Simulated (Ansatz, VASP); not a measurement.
# PbSeS (1T-PbSSe monolayer) in two plane-wave programs, part 2 of 2

Wanted: the spread between two codes on one cell, functional and k mesh. The structure shown is the start of the Ansatz relaxation below; VASP solves that cell, so the two are compared at the walk's first step.

VASP 6.6.1 and Ansatz 0.2.0.

So far: The starting structure; Ansatz: relaxation, PBE with D3(BJ).

**3. VASP: single point, PBE with D3(BJ), start cell**

Level of this step: PBE with D3(BJ); plane waves and PAW (Se, Pb_d, S) (VASP).

The same cell, functional, mesh and smearing now go to VASP, with its own data sets.

Lines of VASP's logs that name or quote its potential files are left out, and so is its time.

Contents of INCAR:

```
SYSTEM = PbSeS
PREC = Accurate
ENCUT = 400
EDIFF = 1E-06
NELM = 120
ISMEAR = -1
SIGMA = 0.05
LREAL = .FALSE.
ALGO = Normal
GGA = PE
IVDW = 12
NBANDS = 19
LORBIT = 11
LWAVE = .FALSE.
LCHARG = .FALSE.
ISIF = 2
LDIPOL = .TRUE.
IDIPOL = 3
DIPOL = 0.5 0.5 0.501
LVHAR = .TRUE.
LASPH = .TRUE.
GGA_COMPAT = .FALSE.
EFERMI = MIDGAP
NELMDL = -8
```

Contents of POSCAR:

```
PbSeS
1.0
    3.5205920000      0.0000000000      0.0000000000
   -1.7602960000      3.0489220000      0.0000000000
    0.0000000000      0.0000000000     36.5589200000
Se Pb S
1 1 1
Direct
    0.6666666120      0.3333332240      0.4622674849
    0.0000000000      0.0000000000      0.5036569187
    0.3333333880      0.6666667760      0.5377325151
```

Contents of KPOINTS:

```
Automatic mesh
0
Gamma
12 12 1
0 0 0
```

The projector-augmented-wave data sets are Se, Pb_d and S (PBE family, release 64).

Started as:

```console
mpirun -np 1 vasp_std
```

Numbers of over 12 decimals in the logs are rounded to 6 here.

The program printed:

```text
[banner, memory and clock lines left out]
running    1 mpi-ranks, on    1 nodes
 distrk:  each k-point on    1 cores,    1 groups
 distr:  one band on    1 cores,    1 groups

 POSCAR found type information on POSCAR SePbS
 POSCAR found :  3 types and       3 ions
 LDA part: xc-table for (Slater+PW92), standard interpolation
 POSCAR, INCAR and KPOINTS ok, starting setup
 FFT: planning ... GRIDC
 FFT: planning ... GRID_SOFT
 FFT: planning ... GRID
 WAVECAR not read
 entering main loop
       N       E                     dE             d eps       ncg     rms          rms(c)
DAV:   1     0.209856140851E+03    0.20986E+03   -0.86379E+03   898   0.792E+02
DAV:   2     0.137154847986E+02   -0.19614E+03   -0.19006E+03   971   0.252E+02
DAV:   3    -0.860650499748E+01   -0.22322E+02   -0.22279E+02   982   0.953E+01
DAV:   4    -0.912535506386E+01   -0.51885E+00   -0.51845E+00   998   0.203E+01
DAV:   5    -0.913915056570E+01   -0.13796E-01   -0.13792E-01  1094   0.315E+00
DAV:   6    -0.913957012816E+01   -0.41956E-03   -0.41955E-03  1067   0.455E-01
DAV:   7    -0.913958167005E+01   -0.11542E-04   -0.11542E-04  1104   0.609E-02
DAV:   8    -0.913958174852E+01   -0.78473E-07   -0.78270E-07   894   0.605E-03    0.102E+01
DAV:   9    -0.861387722140E+01    0.52570E+00   -0.87004E-01  1079   0.167E+01    0.656E+00
DAV:  10    -0.856485817896E+01    0.49019E-01   -0.78628E-01  1079   0.883E+00    0.110E+00
DAV:  11    -0.854081878938E+01    0.24039E-01   -0.15239E-01  1009   0.579E+00    0.772E-01
DAV:  12    -0.854150304614E+01   -0.68426E-03   -0.93286E-03   923   0.783E-01    0.235E-01
DAV:  13    -0.854114245306E+01    0.36059E-03   -0.12201E-03  1032   0.598E-01    0.201E-01
DAV:  14    -0.854115345815E+01   -0.11005E-04   -0.37378E-04   965   0.149E-01    0.577E-02
[...]
DAV:  19    -0.854134241655E+01   -0.53371E-04   -0.50602E-06   737   0.141E-02    0.125E-02
DAV:  20    -0.854137970367E+01   -0.37287E-04   -0.28991E-06   790   0.570E-03    0.843E-03
DAV:  21    -0.854138976267E+01   -0.10059E-04   -0.27740E-07   905   0.298E-03    0.113E-03
DAV:  22    -0.854140380710E+01   -0.14044E-04   -0.22414E-07   773   0.290E-03    0.121E-03
DAV:  23    -0.854141458357E+01   -0.10776E-04   -0.10276E-07   832   0.122E-03    0.888E-04
DAV:  24    -0.854142004892E+01   -0.54654E-05   -0.11496E-07   796   0.116E-03    0.423E-04
DAV:  25    -0.854142213508E+01   -0.20862E-05   -0.24897E-08   784   0.117E-03    0.105E-04
DAV:  26    -0.854142297867E+01   -0.84359E-06   -0.97327E-09   792   0.437E-04
   1 F= -.94425820E+01 E0= -.94424219E+01  d E =-.320073E-03
```

OUTCAR, selected parts (step 3):

```text
ion  position               nearest neighbor table
   1  0.667  0.333  0.462-   2 2.53   2 2.53   2 2.53
   2  0.000  0.000  0.504-   3 2.38   3 2.38   3 2.38   1 2.53   1 2.53   1 2.53
   3  0.333  0.667  0.538-   2 2.38   2 2.38   2 2.38

  LATTYP: Found a hexagonal cell.
 ALAT       =     3.5205920000
 C/A-ratio  =    10.3843103660

 Subroutine GETGRP returns: Found  6 space group operations
 (whereof  6 operations were pure point group operations)

The static configuration has the point symmetry C_3v.

 Found     19 irreducible k-points:

   k-points           NKPTS =     19   k-points in BZ     NKDIM =     19   number of bands    NBANDS=     19

   dimension x,y,z NGX =    24 NGY =   24 NGZ =  240
   dimension x,y,z NGXF=    48 NGYF=   48 NGZF=  480

   ENCUT  =  400.0 eV  29.40 Ry    5.42 a.u.   5.74  5.74 59.62*2*pi/ulx,y,z

   NELECT =      26.0000    total number of electrons

 k-points in reciprocal lattice and weights: Automatic mesh
   0.00000000  0.00000000  0.00000000       0.007
   0.08333333  0.00000000  0.00000000       0.042
   0.16666667  0.00000000  0.00000000       0.042
   0.25000000  0.00000000  0.00000000       0.042
   0.33333333  0.00000000  0.00000000       0.042
   0.41666667  0.00000000  0.00000000       0.042
   0.50000000  0.00000000  0.00000000       0.021
   0.08333333  0.08333333  0.00000000       0.042
   0.16666667  0.08333333  0.00000000       0.083
[...]
0.33333333  0.25000000  0.00000000       0.083
   0.33333333  0.33333333  0.00000000       0.014

 dipolmoment           0.000000      0.000000     -0.008726 electrons x Angstroem

 average (electrostatic) potential at core
       1 -61.2706       2-101.2673       3 -95.1871

 E-fermi :  -3.3465

 k-point     1 :       0.0000    0.0000    0.0000
  band No.  band energies     occupation
    ...
      9      -5.5963      2.00000
     10      -5.4905      2.00000
     11      -5.4905      2.00000
     12      -3.5863      1.98359
     13      -3.5863      1.98359
     14      -1.8752      0.00000
     15      -0.3429      0.00000
     16       1.3251      0.00000
     17       1.3251      0.00000
     18       1.5114      0.00000
    ...

 k-point     2 :       0.0833    0.0000    0.0000
  band No.  band energies     occupation
    ...
      9      -6.1092      2.00000
     10      -5.6729      2.00000
     11      -5.5177      2.00000
     12      -4.1880      2.00000
     13      -3.6344      1.99370
     14      -1.4936      0.00000
     15       0.1478      0.00000
     16       1.0693      0.00000
     17       1.6112      0.00000
     18       1.6485      0.00000
    ...

 k-point     3 :       0.1667    0.0000    0.0000
  band No.  band energies     occupation
    ...
      9      -7.2515      2.00000
     10      -6.1279      2.00000
     11      -5.3738      2.00000
     12      -5.2387      2.00000
     13      -3.7448      1.99931
     14      -1.3025      0.00000
     15       0.5290      0.00000
     16       1.4618      0.00000
     17       1.9562      0.00000
     18       2.2978      0.00000
    ...

 Edisp (eV)   -0.90116

  Total      15.79569    15.79569    14.16923     0.00000    -0.00000    -0.00000
  in kB      64.49021    64.49021    57.84975     0.00000    -0.00000    -0.00000
  external pressure =       62.28 kB  Pullay stress =        0.00 kB

  energy-cutoff  :      400.00
  volume of cell :      392.42
      direct lattice vectors                 reciprocal lattice vectors
     3.520592000  0.000000000  0.000000000     0.284043138  0.163992388  0.000000000
    -1.760296000  3.048922000  0.000000000     0.000000000  0.327984776  0.000000000
     0.000000000  0.000000000 36.558920000     0.000000000  0.000000000  0.027353106

 POSITION                                       TOTAL-FORCE (eV/Angst)
 -----------------------------------------------------------------------------------
      1.76030      1.01631     16.90000        -0.000000     -0.000000     -4.580507
      0.00000      0.00000     18.41315        -0.000000     -0.000000     -1.258616
      0.00000      2.03262     19.65892         0.000000      0.000000      5.839123
 -----------------------------------------------------------------------------------
    total drift:                               -0.000000     -0.000049     -0.000581

  FREE ENERGIE OF THE ION-ELECTRON SYSTEM (eV)
  ---------------------------------------------------
  free  energy   TOTEN  =        -9.4425819863 eV

  energy  without entropy=       -9.4422619132  energy(sigma->0) =       -9.44242195

 vacuum level on the upper side and lower side of the slab         1.898         2.045

 total charge
# of ion       s       p       d       tot
------------------------------------------
    1        1.491   2.461   0.048   4.000
    2        1.145   1.173  10.032  12.350
    3        1.365   2.486   0.000   3.852
--------------------------------------------------
tot          4.002   6.120  10.080  20.202

[... 3 further parts left out ...]
```

**4. Differences**

Known differences besides the potentials themselves: Ansatz cuts the interaction across the vacuum, VASP repeats the sheet with a dipole correction; the data sets hold 36 valence electrons in Ansatz (on its default PAW (the set named soft_2) files) and 26 in VASP; the cutoff is 420 eV in Ansatz and 400 eV in VASP. Total energies have different zeros and are not compared.

Forces (eV/Å; atoms numbered as in POSCAR):

```tsv
atom	Ansatz x, y, z	VASP x, y, z
Se1	0.000, 0.000, -4.551	0.000, 0.000, -4.581
Pb2	0.000, 0.000, -1.304	0.000, 0.000, -1.259
S3	0.000, 0.000, 5.855	0.000, 0.000, 5.839
```

The forces differ by 19 meV/Å r.m.s., which is 0.7 % of the r.m.s. force of 2.509 eV/Å (both taken over all components). With vacuum in the cell, a pressure given here is an average over mostly empty space and none of the material.

**5. Summary of results**

- r.m.s. force difference (single point, PBE with D3(BJ), start cell): 0.74 % of the r.m.s. force

What this shows: The r.m.s. force difference is 0.74 % of the r.m.s. force (single point, PBE with D3(BJ), start cell), within the 3 % picked in this series as the mark of a large difference. The data sets hold unlike numbers of valence electrons (36 in Ansatz and 26 in VASP), so part of the differences comes from the potentials. 1 further run of this series is not shown here. How closely two codes agree says nothing of how well the functional describes the real material.

[Lines on the potential files, build, host, timing and source positions are cut from VASP's logs without a mark.]

[Logs are printed without paths, hosts, clocks, repeated set-up lines and the standing remarks that a program may print on its own settings, such as how far it seeks lower states.]

[Hosts, paths, dates, database ids (printed as entryN), source tags and the programs' standing remarks are cut or masked in the printed files.]
